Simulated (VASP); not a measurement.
An input for Quantum ESPRESSO's pw.x (written as the equivalent of a VASP run, and not itself run):

```
&CONTROL
  calculation = 'vc-relax'
  pseudo_dir = './pseudo'
  outdir = './out'
  tprnfor = .true.
  tstress = .true.
  nstep = 40
  forc_conv_thr = 0.00078
/
&SYSTEM
  ibrav = 0
  nat = 2
  ntyp = 2
  ecutwfc = 84
  occupations = 'smearing'
  smearing = 'methfessel-paxton'
  degauss = 0.00735
  input_dft = 'pbesol'
/
&ELECTRONS
  conv_thr = 7.3e-08
  electron_maxstep = 100
/
&IONS
/
&CELL
  press = 100
/
ATOMIC_SPECIES
  Sn 118.710 Sn.upf
  O 15.999 O.upf
CELL_PARAMETERS angstrom
     3.0062118    0.0000000    0.0000000
     0.0000000    3.0062118    0.0000000
     0.0000000    0.0000000    3.0062118
ATOMIC_POSITIONS crystal
  Sn   0.0000000  0.0000000  0.0000000
  O    0.5000000  0.5000000  0.5000000
K_POINTS automatic
  12 12 12 0 0 0
```

Translate this input to VASP (INCAR, KPOINTS, POSCAR, choice of POTCAR).

Several could match; the one computed here: 
POSCAR:
```
SnO
1
    3.0062118479     0.0000000000     0.0000000000
    0.0000000000     3.0062118479     0.0000000000
    0.0000000000     0.0000000000     3.0062118479
Sn O
1 1
Direct
  0.0000000000   0.0000000000   0.0000000000
  0.5000000000   0.5000000000   0.5000000000
```

File KPOINTS:
```
Automatic
0
Gamma
  12 12 12
```

### INCAR
```
ALGO  =  Normal
EDIFF  =  1E-6
EDIFFG  =  -0.02
ENCUT  =  620
GGA  =  PS
IBRION  =  2
ISIF  =  3
ISMEAR  =  1
LASPH  =  .TRUE.
LCHARG  =  .FALSE.
LMAXMIX  =  4
LREAL  =  .FALSE.
LWAVE  =  .FALSE.
NELM  =  100
NSW  =  40
PREC  =  Accurate
PSTRESS  =  100
SIGMA  =  0.1
SYSTEM  =  SnO
```

POTCAR, in this order: Sn_d O (PBE.64 set). Program: vasp_std.

The two are equivalent in intent, not identical: the potentials are each code's own (VASP's PAW set, PseudoDojo norm-conserving files in pw.x), so ENCUT and ecutwfc are chosen apart and not converted; conv_thr bounds pw.x's estimated SCF error, while EDIFF bounds the energy change between steps; forc_conv_thr acts on force components and is met together with etot_conv_thr.

The structure was generated: SnO was put into the CsCl type type (Pm-3m), which need not be its known phase. It was relaxed first under an external pressure of 10 GPa.
